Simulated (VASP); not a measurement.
Input for VASP

### INCAR
```
SYSTEM  =  Li2S
PREC  =  Accurate; ENCUT  =  520; LREAL  =  .FALSE.
LASPH  =  .TRUE.
EDIFF  =  1E-7; NELM  =  100; ALGO  =  Normal
ISMEAR  =  0; SIGMA  =  0.05
GGA  =  MK; LUSE_VDW  =  .TRUE.; AGGAC  =  0.0
PARAM1  =  0.1234; PARAM2  =  1.0
ISIF  =  2
LWAVE  =  .FALSE.; LCHARG  =  .FALSE.
```

**POSCAR**
```
Li2S
1
    0.0000000000     2.8689966143     2.8689966143
    2.8689966143     0.0000000000     2.8689966143
    2.8689966143     2.8689966143     0.0000000000
Li S
2 1
Direct
  0.2500000000   0.2500000000   0.2500000000
  0.7500000000   0.7500000000   0.7500000000
  0.0000000000   0.0000000000   0.0000000000
```

### KPOINTS
```
Automatic mesh
0
Gamma
7 7 7
0 0 0
```

POTCAR, in this order: Li_sv S (PBE.64 set). Program: vasp_std.

Q: Write an equivalent input for Quantum ESPRESSO's pw.x.

A: One equivalent input (not run):
```
&CONTROL
  calculation = 'scf'
  pseudo_dir = './pseudo'
  outdir = './out'
  tprnfor = .true.
  tstress = .true.
/
&SYSTEM
  ibrav = 0
  nat = 3
  ntyp = 2
  ecutwfc = 74
  occupations = 'smearing'
  smearing = 'gaussian'
  degauss = 0.003675
  input_dft = 'vdw-df-ob86'
/
&ELECTRONS
  conv_thr = 7.3e-09
  electron_maxstep = 100
/
ATOMIC_SPECIES
  Li 6.940 Li.upf
  S 32.060 S.upf
CELL_PARAMETERS angstrom
     0.0000000    2.8689966    2.8689966
     2.8689966    0.0000000    2.8689966
     2.8689966    2.8689966    0.0000000
ATOMIC_POSITIONS crystal
  Li   0.2500000  0.2500000  0.2500000
  Li   0.7500000  0.7500000  0.7500000
  S    0.0000000  0.0000000  0.0000000
K_POINTS automatic
  7 7 7 0 0 0
```
What does not carry over: the potentials are each code's own (VASP's PAW set, PseudoDojo norm-conserving files in pw.x), so ENCUT and ecutwfc are chosen apart and not converted; conv_thr bounds pw.x's estimated SCF error, while EDIFF bounds the energy change between steps.

The compound is Li2S in the antifluorite structure. This cell is one point of a volume scan, at 1.03 of the reference volume.
